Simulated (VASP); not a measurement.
# NaSc (P-6m2) in VASP: reference runs, part 2 of 2

VASP 6.6.1.

**3. Single point, PBE (atoms moved at random, drawn with an rms of 0.05 Å)**

Input file INCAR:

```
SYSTEM = NaSc
  PREC = Accurate
  ENCUT = 520
  EDIFF = 1E-7
  ISMEAR = -1
  SIGMA = 0.05
  LREAL = .FALSE.
  LASPH = .TRUE.
  NELM = 100
  ALGO = Normal
  ISIF = 2
  LWAVE = .FALSE.
  LCHARG = .TRUE.
  GGA = PE
  LELF = .TRUE.
  LVHAR = .TRUE.
  NBANDS = 16
```

Input file KPOINTS:

```
regular mesh
0
G
  9 9 5
  0 0 0
```

Input file POSCAR:

```
NaSc
1.0
    3.2619300000      0.0000000000      0.0000000000
   -1.6309600000      2.8249100000      0.0000000000
    0.0000000000      0.0000000000      6.0977100000
Na Sc
1 1
Direct
    0.0010120000     -0.0024490000      0.5045600000
    0.3436720000      0.6876460000      0.0043340000
```

Potentials or basis: VASP PAW PBE potentials, release 64 (Na_pv, Sc_sv).

On the command line:

```console
$ cat potpaw_PBE.64/Na_pv/POTCAR potpaw_PBE.64/Sc_sv/POTCAR > POTCAR
$ mpirun -np 1 vasp_std > vasp.out
```

OUTCAR:

```text
SYSTEM = NaSc
   PREC = Accurate
   ENCUT = 520
   EDIFF = 1E-7
   ISMEAR = -1
   LREAL = .FALSE.
   LASPH = .TRUE.
   NELM = 100
   ISIF = 2
   GGA = PE

 ion  position               nearest neighbor table
   1  0.001  0.998  0.505-
   2  0.344  0.688  0.004-

  LATTYP: Found a hexagonal cell.
 ALAT       =     3.2619300000
 C/A-ratio  =     1.8693564853

  Lattice vectors:

 A1 = (   3.2619300000,   0.0000000000,   0.0000000000)
 A2 = (  -1.6309600000,   2.8249100000,   0.0000000000)
 A3 = (   0.0000000000,   0.0000000000,   6.0977100000)

Analysis of symmetry for initial positions (statically):
=====================================================================
 Subroutine PRICEL returns:
 Original cell was already a primitive cell.

 Routine SETGRP: Setting up the symmetry group for a
 hexagonal supercell.

 Subroutine GETGRP returns: Found  1 space group operations
 (whereof  1 operations were pure point group operations)
 out of a pool of 24 trial point group operations.

The static configuration has the point symmetry C_1 .

Analysis of symmetry for dynamics (positions and initial velocities):
=====================================================================
 Subroutine PRICEL returns:
 Original cell was already a primitive cell.

 Routine SETGRP: Setting up the symmetry group for a
 hexagonal supercell.

 Subroutine GETGRP returns: Found  1 space group operations
 (whereof  1 operations were pure point group operations)
 out of a pool of 24 trial point group operations.

The dynamic configuration has the point symmetry C_1 .

 Subroutine INISYM returns: Found  1 space group operations
 (whereof  1 operations are pure point group operations),
 and found     1 'primitive' translations

----------------------------------------------------------------------------------------

                                     Primitive cell

  volume of cell :      56.1883

  direct lattice vectors                    reciprocal lattice vectors
     3.261930000  0.000000000  0.000000000     0.306566971  0.176996247  0.000000000
    -1.630960000  2.824910000  0.000000000     0.000000000  0.353993579  0.000000000
     0.000000000  0.000000000  6.097710000     0.000000000  0.000000000  0.163995992

  length of vectors
     3.261930000  3.261923823  6.097710000     0.353992908  0.353993579  0.163995992

  position of ions in fractional coordinates (direct lattice)
     0.001012000  0.997551000  0.504560000
     0.343672000  0.687646000  0.004334000

  ion indices of the primitive-cell ions
   primitive index   ion index
                 1           1
                 2           2

----------------------------------------------------------------------------------------

 KPOINTS: regular mesh

Automatic generation of k-mesh.
 Grid dimensions read from file:
 generate k-points for:    9    9    5

 Generating k-lattice:

  Cartesian coordinates                     Fractional coordinates (reciprocal lattice)
     0.034062997  0.019666250  0.000000000     0.111111111  0.000000000  0.000000000
     0.000000000  0.039332620  0.000000000     0.000000000  0.111111111  0.000000000
     0.000000000  0.000000000  0.032799198     0.000000000  0.000000000  0.200000000

  Length of vectors
     0.039332545  0.039332620  0.032799198

  Shift w.r.t. Gamma in fractional coordinates (k-lattice)
     0.000000000  0.000000000  0.000000000

 Subroutine IBZKPT returns following result:
 ===========================================

 Found    203 irreducible k-points:

 Following reciprocal coordinates:
            Coordinates               Weight
  0.000000  0.000000  0.000000      1.000000
  0.111111 -0.000000  0.000000      2.000000
  0.000000  0.111111  0.000000      2.000000
 -0.111111  0.111111  0.000000      2.000000
  0.222222 -0.000000  0.000000      2.000000
  0.000000  0.222222  0.000000      2.000000
[... 16 lines left out ...]
  0.333333  0.111111  0.000000      2.000000
 -0.111111  0.444444  0.000000      2.000000
 [... further k-points ...]
   k-points           NKPTS =    203   k-points in BZ     NKDIM =    203   number of bands    NBANDS=     16
   number of dos      NEDOS =    301   number of ions     NIONS =      2
   total plane-waves  NPLWV =  27648
   dimension x,y,z NGX =    24 NGY =   24 NGZ =   48
   dimension x,y,z NGXF=    48 NGYF=   48 NGZF=   96
   ions per type =               1   1
   NGX,Y,Z   is equivalent  to a cutoff of  12.23, 12.23, 13.09 a.u.
   NGXF,Y,Z  is equivalent  to a cutoff of  24.46, 24.46, 26.17 a.u.
 SYSTEM =  NaSc
   PREC   = accura    normal or accurate (medium, high low for compatibility)
   ISTART =      0    job   : 0-new  1-cont  2-samecut
   ICHARG =      2    charge: 1-file 2-atom 10-const
   ISPIN  =      1    spin polarized calculation?
   LNONCOLLINEAR =      F non collinear calculations
   LSORBIT =      F    spin-orbit coupling
   LASPH  =      T    aspherical Exc in radial PAW
   ENCUT  =  520.0 eV  38.22 Ry    6.18 a.u.   6.07  6.07 11.34*2*pi/ulx,y,z
   NELM   =    100;   NELMIN=  2; NELMDL= -5     # of ELM steps
   EDIFF  = 0.1E-06   stopping-criterion for ELM
   LREAL  =      F    real-space projection
   EDIFFG = 0.1E-05   stopping-criterion for IOM
   NSW    =      0    number of steps for IOM
   IBRION =     -1    ionic relax: 0-MD 1-quasi-New 2-CG
   NFREE  =      0    steps in history (QN), initial steepest desc. (CG)
   ISIF   =      2    stress and relaxation
   ISYM   =      2    0-nonsym 1-usesym 2-fastsym
   POTIM  = 0.5000    time-step for ionic-motion
   TEBEG  =    0.0;   TEEND  =   0.0 temperature during run
   PSTRESS=    0.0 pullay stress
   NELECT =      18.0000    total number of electrons
   NUPDOWN=      -1.0000    fix difference up-down
   EMIN   =  10.00;   EMAX   =-10.00  energy-range for DOS
   EFERMI =   0.00;   METHOD = LEGACY
   ISMEAR =    -1;   SIGMA  =   0.05  broadening in eV -4-tet -1-fermi 0-gaus
   EFERMI_NEDOS =   21; number of points for ismear=-14 and -15
   IALGO  =     38    algorithm
   IMIX   =      4    mixing-type and parameters
     AMIX     =   0.40;   BMIX     =  1.00
     AMIX_MAG =   1.60;   BMIX_MAG =  1.00
  volume/ion in A,a.u.               =      28.09       189.59
  Fermi-wavevector in a.u.,A,eV,Ry     =   1.120169  2.116813 17.072308  1.254779
  Thomas-Fermi vector in A             =   2.256814
   LORBIT       =      0    0 simple, 1 ext, 2 COOP (PROOUT), +10 PAW based schemes
   GGA     = PE    functional components
   LHFCALC =     F    Hartree Fock is set to
   AEXX    =    0.0000 exact exchange contribution
   IVDW    =     0    specifies the selected vdW correction
   LEPSILON=     F    determine dielectric tensor
   LRPA    =     F    only Hartree local field effects (RPA)
 non-spin polarized calculation
  energy-cutoff  :      520.00
  volume of cell :       56.19
 maximum number of plane-waves:      1554
   NGX = 13   NGY = 13   NGZ = 23

 number of electron      17.9999993 magnetization

 Free energy of the ion-electron system (eV)
  ---------------------------------------------------
  ext. energy  EPLUGINS =         0.00000000
  ---------------------------------------------------
  free energy    TOTEN  =        -6.86735367 eV

  energy without entropy =       -6.84141396  energy(sigma->0) =       -6.85438381

 E-fermi :   2.0332     XC(G=0):  -8.3276

 val. band max:        2.0231886390   @ k =  -0.3333   0.4444   0.0000
 cond. band min:       2.0362808540   @ k =   0.3333   0.3333   0.0000
 fundamental gap:      0.0130922150
 Fermi energy:         2.0332175689

 k-point     1 :       0.0000    0.0000    0.0000
  band No.  band energies     occupation
      1     -47.9271      2.00000
      2     -26.5904      2.00000
      3     -26.3677      2.00000
      4     -26.3668      2.00000
      5     -22.2120      2.00000
      6     -22.2084      2.00000
[... 8 lines left out ...]
     15       5.0776      0.00000
     16      13.5194      0.00000
[... 419 lines left out ...]
 k-point    24 :      -0.1111    0.4444    0.0000
  band No.  band energies     occupation
      1     -47.8913      2.00000
      2     -26.6220      2.00000
      3     -26.5510      2.00000
      4     -26.4480      2.00000
      5     -22.2998      2.00000
      6     -22.2404      2.00000
[... 8 lines left out ...]
     15       6.2787      0.00000
     16       7.1737      0.00000

 [... further k-points ...]

------------------------ aborting loop because EDIFF is reached ----------------------------------------

  FORCE on cell =-STRESS in cart. coord.  units (eV):
  Direction    XX          YY          ZZ          XY          YZ          ZX
  --------------------------------------------------------------------------------------
  -------------------------------------------------------------------------------------
  Total        0.0384564     -0.0387282     -0.0335181     -0.0042816     -0.0000292     -0.0000514
  in kB        1.0965627     -1.1043123     -0.9557482     -0.1220861     -0.0008336     -0.0014647
  external PRESSURE =      -0.3211659 kB  Pullay stress =       0.0000000 kB

 VOLUME and BASIS-vectors are now :
 -----------------------------------------------------------------------------
  energy-cutoff  :      520.00
  volume of cell :       56.19
      direct lattice vectors                 reciprocal lattice vectors
     3.261930000  0.000000000  0.000000000     0.306566971  0.176996247  0.000000000
    -1.630960000  2.824910000  0.000000000     0.000000000  0.353993579  0.000000000
     0.000000000  0.000000000  6.097710000     0.000000000  0.000000000  0.163995992

 POSITION                                       TOTAL-FORCE (eV/Angst)
 -----------------------------------------------------------------------------------
     -1.62366      2.81799      3.07666        -0.001582      0.012517     -0.002124
     -0.00049      1.94254      0.02643         0.001582     -0.012517      0.002124
 -----------------------------------------------------------------------------------
    total drift:                                0.000432     -0.000433      0.000104

  FREE ENERGIE OF THE ION-ELECTRON SYSTEM (eV)
  ---------------------------------------------------
  free  energy   TOTEN  =        -6.8673536657 eV

  energy  without entropy=       -6.8414139610  energy(sigma->0) =       -6.85438381
```

OSZICAR:

```text
N       E                     dE             d eps       ncg     rms          rms(c)
DAV:   1     0.192032344750E+03    0.19203E+03   -0.95668E+03  6552   0.118E+03
DAV:   2    -0.125565664907E+01   -0.19329E+03   -0.19055E+03  6536   0.379E+02
DAV:   3    -0.748917840308E+01   -0.62335E+01   -0.61742E+01  9312   0.858E+01
DAV:   4    -0.763424923884E+01   -0.14507E+00   -0.14501E+00  6984   0.140E+01
DAV:   5    -0.764082262830E+01   -0.65734E-02   -0.65733E-02 10408   0.308E+00    0.473E+00
DAV:   6    -0.694945407767E+01    0.69137E+00   -0.29325E+00  8496   0.130E+01    0.126E+00
DAV:   7    -0.688911913500E+01    0.60335E-01   -0.10087E-01  8136   0.206E+00    0.725E-01
DAV:   8    -0.686815616803E+01    0.20963E-01   -0.39943E-02 10264   0.151E+00    0.275E-01
DAV:   9    -0.686739351399E+01    0.76265E-03   -0.35378E-03  8960   0.667E-01    0.425E-02
DAV:  10    -0.686736624931E+01    0.27265E-04   -0.62479E-04  9736   0.204E-01    0.231E-02
DAV:  11    -0.686735624991E+01    0.99994E-05   -0.11375E-04  9136   0.897E-02    0.986E-03
DAV:  12    -0.686735413074E+01    0.21192E-05   -0.24463E-05  8720   0.412E-02    0.333E-03
DAV:  13    -0.686735367308E+01    0.45766E-06   -0.14666E-06  9160   0.109E-02    0.483E-04
DAV:  14    -0.686735366567E+01    0.74169E-08   -0.25597E-08  3512   0.155E-03
   1 F= -.68673537E+01 E0= -.68543838E+01  d E =-.259397E-01
```

It took 4.2 min on 1 thread of AMD EPYC, shared host; peak memory 0.27 GiB.

What came out:

```
Free energy            : -6.8674 eV
Pressure               : 0.0 GPa
Largest force          : 0.013 eV/Å
Band gap on the k mesh : none (metal or under the smearing width)
```

Forces on the atoms (eV/Å):
```
Na  -0.002  0.013 -0.002
Sc   0.002 -0.013  0.002
```

Stress tensor (GPa, compression positive):
```
 0.11 -0.01  0.00
-0.01 -0.11  0.00
 0.00  0.00 -0.10
```
